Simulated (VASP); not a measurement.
A run of VASP 6.6.1:

File INCAR:

```
SYSTEM = LiTlF4
PREC = Accurate
ENCUT = 600
EDIFF = 1E-6
ISMEAR = 0
SIGMA = 0.05
LREAL = .FALSE.
LASPH = .TRUE.
NELM = 60
ALGO = Fast
ISIF = 3
LWAVE = .FALSE.
LCHARG = .FALSE.
GGA = PE
IBRION = 2
NSW = 40
EDIFFG = -0.01
```

Contents of KPOINTS:

```
regular mesh
0
G
  8 8 5
  0 0 0
```

File POSCAR:

```
LiTlF4
1.0
    3.5382367400      0.0000000000      0.0000000000
    0.0000000000      3.5382367400      0.0000000000
    0.0000000000      0.0000000000      5.9925864300
Li Tl F
1 1 4
Direct
    0.5000000000      0.5000000000      0.5000000000
    0.0000000000      0.0000000000      0.0000000000
    0.0000000000      0.0000000000      0.6049659800
    0.5000000000      0.5000000000      0.1051210000
    0.5000000000      0.5000000000      0.8948790000
    0.0000000000      0.0000000000      0.3950340200
```

Potentials or basis: VASP PAW PBE potentials, release 64 (Li_sv, Tl_d, F).

Run with:

```sh
$ cat potpaw_PBE.64/Li_sv/POTCAR potpaw_PBE.64/Tl_d/POTCAR potpaw_PBE.64/F/POTCAR > POTCAR
$ mpirun -np 1 vasp_std > vasp.out
```

Hardware: 1 thread of Intel(R) Xeon(R) 6975P-C (Granite Rapids), on a shared host.

Question: Estimate the wall time of this run.

Answer: Wall time 18 min on 1 thread of Intel(R) Xeon(R) 6975P-C (Granite Rapids) (shared host), peak memory 0.27 GiB. Counts: scf iterations 317, k points 45, ion steps 16.
